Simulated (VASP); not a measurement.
# OSiF3H in VASP: reference runs

How does OSiF3H come out in PBE? The cell is run as given.

Program: VASP 6.6.1. These are calculated values, not measurements. Logs are shortened: lines on timing, memory, paths and dates and some standing lists are left out, and cuts for length are marked.

## 1. The structure

The cell holds a molecule in a box, 6 atoms: a = 12.000 Å, b = 12.000 Å, c = 12.000 Å, α = 90.00°, β = 90.00°, γ = 90.00°.

## 2. Single point, PBE

The input, INCAR:

```
PREC     = Accurate       # precision mode
ENCUT    = 520            # plane-wave cutoff, eV
EDIFF    = 1E-7           # SCF threshold, eV
ISMEAR   = 0              # smearing method
SIGMA    = 0.01           # smearing width, eV
LREAL    = False          # projectors in reciprocal space
LASPH    = True           # aspherical terms in the spheres
NELM     = 60             # most SCF steps
ALGO     = Normal         # electronic algorithm
ISIF     = 2              # what is computed and relaxed
LWAVE    = False          # write WAVECAR
LCHARG   = False          # write CHGCAR
GGA      = PE             # functional
NBANDS   = 25             # bands
```

The input, KPOINTS:

```
Automatic mesh
0
Gamma
  1 1 1
```

The input, POSCAR:

```
SiHOF3
1.0
   12.0000000000      0.0000000000      0.0000000000
    0.0000000000     12.0000000000      0.0000000000
    0.0000000000      0.0000000000     12.0000000000
O Si F H
1 1 3 1
Direct
    0.4574541700      0.5930166700      0.5976958300
    0.4939291700      0.5409250000      0.4801041700
    0.4225125000      0.5874000000      0.3805875000
    0.4820708300      0.4104833300      0.4774375000
    0.6189791700      0.5721333300      0.4602125000
    0.3831875000      0.5829500000      0.6250791700
```

Potentials or basis: VASP PAW PBE potentials, release 64 (O, Si, F, H).

On the command line:

```sh
> cat potpaw_PBE.64/O/POTCAR potpaw_PBE.64/Si/POTCAR potpaw_PBE.64/F/POTCAR potpaw_PBE.64/H/POTCAR > POTCAR
> mpirun -np 1 vasp_gam > vasp.out
```

OUTCAR:

```text
PREC = Accurate
   ENCUT = 520
   EDIFF = 1E-7
   ISMEAR = 0
   LREAL = False
   LASPH = True
   NELM = 60
   ISIF = 2
   GGA = PE

 ion  position               nearest neighbor table
   1  0.457  0.593  0.598-   6 0.96   2 1.60
   2  0.494  0.541  0.480-   5 1.56   4 1.57   3 1.57   1 1.60
   3  0.423  0.587  0.381-   2 1.57
   4  0.482  0.410  0.477-   2 1.57
   5  0.619  0.572  0.460-   2 1.56
   6  0.383  0.583  0.625-   1 0.96

  LATTYP: Found a simple cubic cell.
 ALAT       =    12.0000000000

  Lattice vectors:

 A1 = (  12.0000000000,   0.0000000000,   0.0000000000)
 A2 = (   0.0000000000,  12.0000000000,   0.0000000000)
 A3 = (   0.0000000000,   0.0000000000,  12.0000000000)

Analysis of symmetry for initial positions (statically):
=====================================================================
 Subroutine PRICEL returns:
 Original cell was already a primitive cell.

 Routine SETGRP: Setting up the symmetry group for a
 simple cubic supercell.

 Subroutine GETGRP returns: Found  1 space group operations
 (whereof  1 operations were pure point group operations)
 out of a pool of 48 trial point group operations.

The static configuration has the point symmetry C_1 .

Analysis of symmetry for dynamics (positions and initial velocities):
=====================================================================
 Subroutine PRICEL returns:
 Original cell was already a primitive cell.

 Routine SETGRP: Setting up the symmetry group for a
 simple cubic supercell.

 Subroutine GETGRP returns: Found  1 space group operations
 (whereof  1 operations were pure point group operations)
 out of a pool of 48 trial point group operations.

The dynamic configuration has the point symmetry C_1 .

 Subroutine INISYM returns: Found  1 space group operations
 (whereof  1 operations are pure point group operations),
 and found     1 'primitive' translations

----------------------------------------------------------------------------------------

                                     Primitive cell

  volume of cell :    1728.0000

  direct lattice vectors                    reciprocal lattice vectors
    12.000000000  0.000000000  0.000000000     0.083333333  0.000000000  0.000000000
     0.000000000 12.000000000  0.000000000     0.000000000  0.083333333  0.000000000
     0.000000000  0.000000000 12.000000000     0.000000000  0.000000000  0.083333333

  length of vectors
    12.000000000 12.000000000 12.000000000     0.083333333  0.083333333  0.083333333

  position of ions in fractional coordinates (direct lattice)
     0.457454170  0.593016670  0.597695830
     0.493929170  0.540925000  0.480104170
     0.422512500  0.587400000  0.380587500
     0.482070830  0.410483330  0.477437500
     0.618979170  0.572133330  0.460212500
     0.383187500  0.582950000  0.625079170

  ion indices of the primitive-cell ions
   primitive index   ion index
                 1           1
                 2           2
                 3           3
                 4           4
                 5           5
                 6           6

----------------------------------------------------------------------------------------

 KPOINTS: Automatic mesh

Automatic generation of k-mesh.
 Grid dimensions read from file:
 generate k-points for:    1    1    1

 Generating k-lattice:

  Cartesian coordinates                     Fractional coordinates (reciprocal lattice)
     0.083333333  0.000000000  0.000000000     1.000000000  0.000000000  0.000000000
     0.000000000  0.083333333  0.000000000     0.000000000  1.000000000  0.000000000
     0.000000000  0.000000000  0.083333333     0.000000000  0.000000000  1.000000000

  Length of vectors
     0.083333333  0.083333333  0.083333333

  Shift w.r.t. Gamma in fractional coordinates (k-lattice)
     0.000000000  0.000000000  0.000000000

 Subroutine IBZKPT returns following result:
 ===========================================

 Found      1 irreducible k-points:

 Following reciprocal coordinates:
            Coordinates               Weight
  0.000000  0.000000  0.000000      1.000000
   k-points           NKPTS =      1   k-points in BZ     NKDIM =      1   number of bands    NBANDS=     25
   number of dos      NEDOS =    301   number of ions     NIONS =      6
   total plane-waves  NPLWV = 729000
   dimension x,y,z NGX =    90 NGY =   90 NGZ =   90
   dimension x,y,z NGXF=   180 NGYF=  180 NGZF=  180
   ions per type =               1   1   3   1
   NGX,Y,Z   is equivalent  to a cutoff of  12.47, 12.47, 12.47 a.u.
   NGXF,Y,Z  is equivalent  to a cutoff of  24.94, 24.94, 24.94 a.u.
 SYSTEM =  unknown system
   PREC   = accura    normal or accurate (medium, high low for compatibility)
   ISTART =      0    job   : 0-new  1-cont  2-samecut
   ICHARG =      2    charge: 1-file 2-atom 10-const
   ISPIN  =      1    spin polarized calculation?
   LNONCOLLINEAR =      F non collinear calculations
   LSORBIT =      F    spin-orbit coupling
   LASPH  =      T    aspherical Exc in radial PAW
   ENCUT  =  520.0 eV  38.22 Ry    6.18 a.u.  22.31 22.31 22.31*2*pi/ulx,y,z
   NELM   =     60;   NELMIN=  2; NELMDL= -5     # of ELM steps
   EDIFF  = 0.1E-06   stopping-criterion for ELM
   LREAL  =      F    real-space projection
   EDIFFG = 0.1E-05   stopping-criterion for IOM
   NSW    =      0    number of steps for IOM
   IBRION =     -1    ionic relax: 0-MD 1-quasi-New 2-CG
   NFREE  =      0    steps in history (QN), initial steepest desc. (CG)
   ISIF   =      2    stress and relaxation
   ISYM   =      2    0-nonsym 1-usesym 2-fastsym
   POTIM  = 0.5000    time-step for ionic-motion
   TEBEG  =    0.0;   TEEND  =   0.0 temperature during run
   PSTRESS=    0.0 pullay stress
   NELECT =      32.0000    total number of electrons
   NUPDOWN=      -1.0000    fix difference up-down
   EMIN   =  10.00;   EMAX   =-10.00  energy-range for DOS
   EFERMI =   0.00;   METHOD = LEGACY
   ISMEAR =     0;   SIGMA  =   0.01  broadening in eV -4-tet -1-fermi 0-gaus
   EFERMI_NEDOS =   21; number of points for ismear=-14 and -15
   IALGO  =     38    algorithm
   IMIX   =      4    mixing-type and parameters
     AMIX     =   0.40;   BMIX     =  1.00
     AMIX_MAG =   1.60;   BMIX_MAG =  1.00
  volume/ion in A,a.u.               =     288.00      1943.52
  Fermi-wavevector in a.u.,A,eV,Ry     =   0.433122  0.818482  2.552380  0.187595
  Thomas-Fermi vector in A             =   1.403327
   LORBIT       =      0    0 simple, 1 ext, 2 COOP (PROOUT), +10 PAW based schemes
   GGA     = PE    functional components
   LHFCALC =     F    Hartree Fock is set to
   AEXX    =    0.0000 exact exchange contribution
   IVDW    =     0    specifies the selected vdW correction
   LEPSILON=     F    determine dielectric tensor
   LRPA    =     F    only Hartree local field effects (RPA)
 non-spin polarized calculation
 Gauss-broadening in eV      SIGMA  =   0.01
  energy-cutoff  :      520.00
  volume of cell :     1728.00
 maximum number of plane-waves:     23293
 NGX is ok and might be reduce to    90
   NGX = 45   NGY = 45   NGZ = 45

 number of electron      31.9999986 magnetization

 Free energy of the ion-electron system (eV)
  ---------------------------------------------------
  ext. energy  EPLUGINS =         0.00000000
  ---------------------------------------------------
  free energy    TOTEN  =       -34.15040310 eV

  energy without entropy =      -34.15040310  energy(sigma->0) =      -34.15040310

 E-fermi :  -8.4971     XC(G=0):  -0.6817

 val. band max:       -8.6278253323   @ k =   0.0000   0.0000   0.0000
 cond. band min:      -1.1411730417   @ k =   0.0000   0.0000   0.0000
 fundamental gap:      7.4866522906
 Fermi energy:        -8.4971233346

 k-point     1 :       0.0000    0.0000    0.0000
  band No.  band energies     occupation
      1     -30.8439      2.00000
      2     -30.1047      2.00000
      3     -30.0501      2.00000
      4     -26.0487      2.00000
      5     -14.9659      2.00000
      6     -13.3635      2.00000
      7     -12.4323      2.00000
      8     -12.4093      2.00000
      9     -11.2516      2.00000
     10     -11.0389      2.00000
     11     -11.0287      2.00000
     12     -10.5022      2.00000
     13     -10.4673      2.00000
     14      -9.9293      2.00000
     15      -9.3469      2.00000
     16      -8.6278      2.00000
     17      -1.1412      0.00000
     18       0.2033      0.00000
     19       0.5176      0.00000
     20       0.7411      0.00000
     21       0.7567      0.00000
     22       1.0308      0.00000
     23       1.0602      0.00000
     24       1.5321      0.00000
     25       1.6408      0.00000

------------------------ aborting loop because EDIFF is reached ----------------------------------------

  FORCE on cell =-STRESS in cart. coord.  units (eV):
  Direction    XX          YY          ZZ          XY          YZ          ZX
  --------------------------------------------------------------------------------------
  -------------------------------------------------------------------------------------
  Total        1.9420569      1.5388867      1.4195612      0.1102615     -0.0822131     -0.0494732
  in kB        1.8006479      1.4268341      1.3161972      0.1022329     -0.0762269     -0.0458708
  external PRESSURE =       1.5145598 kB  Pullay stress =       0.0000000 kB

 VOLUME and BASIS-vectors are now :
 -----------------------------------------------------------------------------
  energy-cutoff  :      520.00
  volume of cell :     1728.00
      direct lattice vectors                 reciprocal lattice vectors
    12.000000000  0.000000000  0.000000000     0.083333333  0.000000000  0.000000000
     0.000000000 12.000000000  0.000000000     0.000000000  0.083333333  0.000000000
     0.000000000  0.000000000 12.000000000     0.000000000  0.000000000  0.083333333

 POSITION                                       TOTAL-FORCE (eV/Angst)
 -----------------------------------------------------------------------------------
      5.48945      7.11620      7.17235         0.352770      0.267208      0.273980
      5.92715      6.49110      5.76125        -0.150717      0.097789      0.264069
      5.07015      7.04880      4.56705        -0.444251      0.305700     -0.646420
      5.78485      4.92580      5.72925        -0.059844     -0.841772     -0.018202
      7.42775      6.86560      5.52255         0.810048      0.211045     -0.111782
      4.59825      6.99540      7.50095        -0.508006     -0.039969      0.238354
 -----------------------------------------------------------------------------------
    total drift:                                0.001341     -0.003670     -0.002259

  FREE ENERGIE OF THE ION-ELECTRON SYSTEM (eV)
  ---------------------------------------------------
  free  energy   TOTEN  =       -34.1504030988 eV

  energy  without entropy=      -34.1504030988  energy(sigma->0) =      -34.15040310
```

Run time: 1.8 min. Hardware: 1 thread of Intel Xeon 6975P-C (Granite Rapids), shared host; peak memory 1.2 GiB.

What came out:

- Free energy: -34.1504 eV
- Largest force: 0.845 eV/Å
- Gap between the frontier levels: 7.49 eV

Forces on the atoms (eV/Å):
```
O    0.353  0.267  0.274
Si  -0.151  0.098  0.264
F   -0.444  0.306 -0.646
F   -0.060 -0.842 -0.018
F    0.810  0.211 -0.112
H   -0.508 -0.040  0.238
```

Expect the measured gap to be larger: semilocal functionals such as PBE lack the derivative discontinuity.
